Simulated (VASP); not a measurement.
# HPbNO4 (P1) in VASP: single point with PBE

Aim: the single point of HPbNO4 with PBE.

Program: VASP 6.6.1. These are calculated values, not measurements. Logs are shortened: lines on timing, memory, paths and dates and some standing lists are left out, and cuts for length are marked.

## 1. The crystal as given

The typed cell holds 7 atoms: a = 3.858 Å, b = 5.535 Å, c = 6.055 Å, α = 106.62°, β = 93.97°, γ = 90.45°.

The cell was built by a generator and needn't be a form met in nature.

## 2. Single point, PBE

The input, INCAR:

```
ALGO = Fast ; EDIFF = 1E-6
ENCUT = 520 ; GGA = PE
ISIF = 2 ; ISMEAR = -1
LASPH = True ; LCHARG = False
LREAL = False ; LWAVE = False
NBANDS = 31 ; NELM = 100
PREC = Accurate ; SIGMA = 0.05
```

The input, KPOINTS:

```
k-points
0
Gamma
  7 5 5
```

The input, POSCAR:

```
HPbNO4
1.0
    3.8540400000      0.1438400000      0.0901200000
   -0.2532000000      5.5269800000      0.1647100000
   -0.4819700000     -1.9272000000      5.7202500000
H Pb N O
1 1 1 4
Direct
    0.1091300000      0.6571800000      0.5446300000
    0.6102900000      0.5212700000      0.1510000000
    0.9158000000      0.9626300000      0.9586700000
    0.0138400000      0.1363900000      0.8808400000
    0.7239800000      0.0105700000      0.1285800000
    0.0038900000      0.7373200000      0.8704300000
    0.1192700000      0.5932400000      0.3765100000
```

Potentials or basis: VASP PAW PBE potentials, release 64 (H, Pb_d, N, O).

On the command line:

```console
$ cat potpaw_PBE.64/H/POTCAR potpaw_PBE.64/Pb_d/POTCAR potpaw_PBE.64/N/POTCAR potpaw_PBE.64/O/POTCAR > POTCAR
$ mpirun -np 1 vasp_std > vasp.out
```

OUTCAR:

```text
EDIFF = 1E-6
   ENCUT = 520
   GGA = PE
   ISIF = 2
   ISMEAR = -1
   LASPH = True
   LREAL = False
   NELM = 100
   PREC = Accurate

 ion  position               nearest neighbor table
   1  0.109  0.657  0.545-   7 0.98
   2  0.610  0.521  0.151-   7 2.28   7 2.38   5 2.78   5 2.83   4 2.84   6 2.85
   3  0.916  0.963  0.959-   4 1.25   6 1.27   5 1.28
   4  0.014  0.136  0.881-   3 1.25   2 2.84
   5  0.724  0.011  0.129-   3 1.28   2 2.78   2 2.83
   6  0.004  0.737  0.870-   3 1.27   2 2.85
   7  0.119  0.593  0.377-   1 0.98   2 2.28   2 2.38

  LATTYP: Found a triclinic cell.
 ALAT       =     6.9506566964
 B/A-ratio  =     0.5550232440
 C/A-ratio  =     0.7963604173
 COS(alpha) =     0.0077737674
 COS(beta)  =     0.2535091708
 COS(gamma) =     0.4946358889

  Lattice vectors:

 A1 = (  -3.3720700000,   1.7833600000,  -5.8103700000)
 A2 = (  -3.8540400000,  -0.1438400000,  -0.0901200000)
 A3 = (  -0.2532000000,   5.5269800000,   0.1647100000)

Analysis of symmetry for initial positions (statically):
=====================================================================
 Subroutine PRICEL returns:
 Original cell was already a primitive cell.

 Routine SETGRP: Setting up the symmetry group for a
 triclinic supercell.

 Subroutine GETGRP returns: Found  1 space group operations
 (whereof  1 operations were pure point group operations)
 out of a pool of  2 trial point group operations.

The static configuration has the point symmetry C_1 .

Analysis of symmetry for dynamics (positions and initial velocities):
=====================================================================
 Subroutine PRICEL returns:
 Original cell was already a primitive cell.

 Routine SETGRP: Setting up the symmetry group for a
 triclinic supercell.

 Subroutine GETGRP returns: Found  1 space group operations
 (whereof  1 operations were pure point group operations)
 out of a pool of  2 trial point group operations.

The dynamic configuration has the point symmetry C_1 .

 Subroutine INISYM returns: Found  1 space group operations
 (whereof  1 operations are pure point group operations),
 and found     1 'primitive' translations

----------------------------------------------------------------------------------------

                                     Primitive cell

  volume of cell :     123.5525

  direct lattice vectors                    reciprocal lattice vectors
     3.854040000  0.143840000  0.090120000     0.258457951  0.011080161  0.025509840
    -0.253200000  5.526980000  0.164710000    -0.008065233  0.178786348  0.059555063
    -0.481970000 -1.927200000  5.720250000    -0.003839658 -0.005322572  0.172700798

  length of vectors
     3.857776028  5.535227867  6.055382315     0.259950062  0.188617103  0.172825456

  position of ions in fractional coordinates (direct lattice)
     0.109130000  0.657180000  0.544630000
     0.610290000  0.521270000  0.151000000
     0.915800000  0.962630000  0.958670000
     0.013840000  0.136390000  0.880840000
     0.723980000  0.010570000  0.128580000
     0.003890000  0.737320000  0.870430000
     0.119270000  0.593240000  0.376510000

  ion indices of the primitive-cell ions
   primitive index   ion index
                 1           1
                 2           2
                 3           3
                 4           4
                 5           5
                 6           6
                 7           7

----------------------------------------------------------------------------------------

 KPOINTS: k-points

Automatic generation of k-mesh.
 Grid dimensions read from file:
 generate k-points for:    7    5    5

 Generating k-lattice:

  Cartesian coordinates                     Fractional coordinates (reciprocal lattice)
     0.036922564  0.001582880  0.003644263     0.142857143 -0.000000000  0.000000000
    -0.001613047  0.035757270  0.011911013     0.000000000  0.200000000  0.000000000
    -0.000767932 -0.001064514  0.034540160    -0.000000000 -0.000000000  0.200000000

  Length of vectors
     0.037135723  0.037723421  0.034565091

  Shift w.r.t. Gamma in fractional coordinates (k-lattice)
     0.000000000  0.000000000  0.000000000

 Subroutine IBZKPT returns following result:
 ===========================================

 Found     88 irreducible k-points:

 Following reciprocal coordinates:
            Coordinates               Weight
  0.000000  0.000000  0.000000      1.000000
  0.142857  0.000000  0.000000      2.000000
  0.285714  0.000000  0.000000      2.000000
  0.428571  0.000000  0.000000      2.000000
  0.000000  0.200000  0.000000      2.000000
  0.142857  0.200000  0.000000      2.000000
[... 16 lines left out ...]
 -0.428571 -0.000000  0.200000      2.000000
 -0.285714 -0.000000  0.200000      2.000000
 [... further k-points ...]
   k-points           NKPTS =     88   k-points in BZ     NKDIM =     88   number of bands    NBANDS=     31
   number of dos      NEDOS =    301   number of ions     NIONS =      7
   total plane-waves  NPLWV =  60480
   dimension x,y,z NGX =    30 NGY =   42 NGZ =   48
   dimension x,y,z NGXF=    60 NGYF=   84 NGZF=   96
   ions per type =               1   1   1   4
   NGX,Y,Z   is equivalent  to a cutoff of  12.93, 12.61, 13.18 a.u.
   NGXF,Y,Z  is equivalent  to a cutoff of  25.86, 25.23, 26.36 a.u.
 SYSTEM =  unknown system
   PREC   = accura    normal or accurate (medium, high low for compatibility)
   ISTART =      0    job   : 0-new  1-cont  2-samecut
   ICHARG =      2    charge: 1-file 2-atom 10-const
   ISPIN  =      1    spin polarized calculation?
   LNONCOLLINEAR =      F non collinear calculations
   LSORBIT =      F    spin-orbit coupling
   LASPH  =      T    aspherical Exc in radial PAW
   ENCUT  =  520.0 eV  38.22 Ry    6.18 a.u.   7.17 10.29 11.26*2*pi/ulx,y,z
   NELM   =    100;   NELMIN=  2; NELMDL= -5     # of ELM steps
   EDIFF  = 0.1E-05   stopping-criterion for ELM
   LREAL  =      F    real-space projection
   EDIFFG = 0.1E-04   stopping-criterion for IOM
   NSW    =      0    number of steps for IOM
   IBRION =     -1    ionic relax: 0-MD 1-quasi-New 2-CG
   NFREE  =      0    steps in history (QN), initial steepest desc. (CG)
   ISIF   =      2    stress and relaxation
   ISYM   =      2    0-nonsym 1-usesym 2-fastsym
   POTIM  = 0.5000    time-step for ionic-motion
   TEBEG  =    0.0;   TEEND  =   0.0 temperature during run
   PSTRESS=    0.0 pullay stress
   NELECT =      44.0000    total number of electrons
   NUPDOWN=      -1.0000    fix difference up-down
   EMIN   =  10.00;   EMAX   =-10.00  energy-range for DOS
   EFERMI =   0.00;   METHOD = LEGACY
   ISMEAR =    -1;   SIGMA  =   0.05  broadening in eV -4-tet -1-fermi 0-gaus
   EFERMI_NEDOS =   21; number of points for ismear=-14 and -15
   IALGO  =     68    algorithm
   IMIX   =      4    mixing-type and parameters
     AMIX     =   0.40;   BMIX     =  1.00
     AMIX_MAG =   1.60;   BMIX_MAG =  1.00
  volume/ion in A,a.u.               =      17.65       119.11
  Fermi-wavevector in a.u.,A,eV,Ry     =   1.160402  2.192842 18.320693  1.346533
  Thomas-Fermi vector in A             =   2.296985
   LORBIT       =      0    0 simple, 1 ext, 2 COOP (PROOUT), +10 PAW based schemes
   GGA     = PE    functional components
   LHFCALC =     F    Hartree Fock is set to
   AEXX    =    0.0000 exact exchange contribution
   IVDW    =     0    specifies the selected vdW correction
   LEPSILON=     F    determine dielectric tensor
   LRPA    =     F    only Hartree local field effects (RPA)
 non-spin polarized calculation
 RMM-DIIS sequential band-by-band and
  energy-cutoff  :      520.00
  volume of cell :      123.55
 maximum number of plane-waves:      3346
 NGX is ok and might be reduce to    30
   NGX = 15   NGY = 21   NGZ = 23

 number of electron      44.0000005 magnetization

 Free energy of the ion-electron system (eV)
  ---------------------------------------------------
  ext. energy  EPLUGINS =         0.00000000
  ---------------------------------------------------
  free energy    TOTEN  =       -40.40205783 eV

  energy without entropy =      -40.40205783  energy(sigma->0) =      -40.40205783

 E-fermi :   0.4333     XC(G=0):  -7.5545

 val. band max:       -0.7138248182   @ k =  -0.4286  -0.4000   0.4000
 cond. band min:       2.4245520050   @ k =   0.4286  -0.0000   0.4000
 fundamental gap:      3.1383768231
 Fermi energy:         0.4333444427

 k-point     1 :       0.0000    0.0000    0.0000
  band No.  band energies     occupation
      1     -26.4497      2.00000
      2     -21.0427      2.00000
      3     -20.8016      2.00000
      4     -18.2157      2.00000
      5     -15.7747      2.00000
      6     -15.7510      2.00000
[... 23 lines left out ...]
     30       9.4298      0.00000
     31      10.1054      0.00000

 k-point     2 :       0.1429    0.0000    0.0000
  band No.  band energies     occupation
      1     -26.4428      2.00000
      2     -21.0405      2.00000
      3     -20.8103      2.00000
      4     -18.2151      2.00000
      5     -15.7747      2.00000
      6     -15.7632      2.00000
[... 23 lines left out ...]
     30       9.5644      0.00000
     31      10.3705      0.00000

 k-point     3 :       0.2857    0.0000    0.0000
  band No.  band energies     occupation
      1     -26.4274      2.00000
      2     -21.0362      2.00000
      3     -20.8296      2.00000
      4     -18.2154      2.00000
      5     -15.7792      2.00000
      6     -15.7746      2.00000
[... 703 lines left out ...]
     30       9.8871      0.00000
     31      10.5273      0.00000

 k-point    24 :      -0.2857   -0.0000    0.2000
  band No.  band energies     occupation
      1     -26.4272      2.00000
      2     -21.0362      2.00000
      3     -20.8303      2.00000
      4     -18.2157      2.00000
      5     -15.7790      2.00000
      6     -15.7746      2.00000
[... 23 lines left out ...]
     30       9.8875      0.00000
     31      10.4755      0.00000

 [... further k-points ...]

------------------------ aborting loop because EDIFF is reached ----------------------------------------

  FORCE on cell =-STRESS in cart. coord.  units (eV):
  Direction    XX          YY          ZZ          XY          YZ          ZX
  --------------------------------------------------------------------------------------
  -------------------------------------------------------------------------------------
  Total        0.1615717      0.6291408      0.3701769      0.0306386      0.0150718     -0.3227502
  in kB        2.0951937      8.1584336      4.8002977      0.3973087      0.1954454     -4.1852892
  external PRESSURE =       5.0179750 kB  Pullay stress =       0.0000000 kB

 VOLUME and BASIS-vectors are now :
 -----------------------------------------------------------------------------
  energy-cutoff  :      520.00
  volume of cell :      123.55
      direct lattice vectors                 reciprocal lattice vectors
     3.854040000  0.143840000  0.090120000     0.258457951  0.011080161  0.025509840
    -0.253200000  5.526980000  0.164710000    -0.008065233  0.178786348  0.059555063
    -0.481970000 -1.927200000  5.720250000    -0.003839658 -0.005322572  0.172700798

 POSITION                                       TOTAL-FORCE (eV/Angst)
 -----------------------------------------------------------------------------------
     -0.00830      2.59831      3.23350        -0.010058     -0.002185      0.099706
      2.14732      2.67783      1.00462        -0.016542     -0.000855     -0.017554
      2.82374      3.60462      5.72492        -0.015436     -0.045788      0.019132
     -0.40573     -0.94174      5.06234         0.126291      0.381209     -0.131932
      2.72560     -0.08524      0.80250        -0.231959     -0.026008      0.262523
     -0.59122      2.39822      5.10087         0.127034     -0.307230     -0.154459
      0.12800      2.57037      2.26219         0.020669      0.000856     -0.077416
 -----------------------------------------------------------------------------------
    total drift:                               -0.000303     -0.000286      0.000781

  FREE ENERGIE OF THE ION-ELECTRON SYSTEM (eV)
  ---------------------------------------------------
  free  energy   TOTEN  =       -40.4020578344 eV

  energy  without entropy=      -40.4020578344  energy(sigma->0) =      -40.40205783
```

It took 5.2 min on 1 thread of Intel Xeon Platinum 8488C (Sapphire Rapids), shared host; peak memory 0.46 GiB.

What came out:

- Free energy: -40.4021 eV
- Pressure: 0.5 GPa
- Largest force: 0.423 eV/Å
- Band gap on the k mesh: 3.14 eV, indirect (least direct gap 3.22 eV)

Forces on the atoms (eV/Å):
```
H   -0.010 -0.002  0.100
Pb  -0.017 -0.001 -0.018
N   -0.015 -0.046  0.019
O    0.126  0.381 -0.132
O   -0.232 -0.026  0.263
O    0.127 -0.307 -0.154
O    0.021  0.001 -0.077
```

Caveat: the standard files for N, O and F lose accuracy on very short bonds; spin-orbit coupling is left out, which as a rule narrows the gap of such compounds by several tenths of an eV; an odd mesh through Γ misses points on the zone boundary, where band edges often lie.
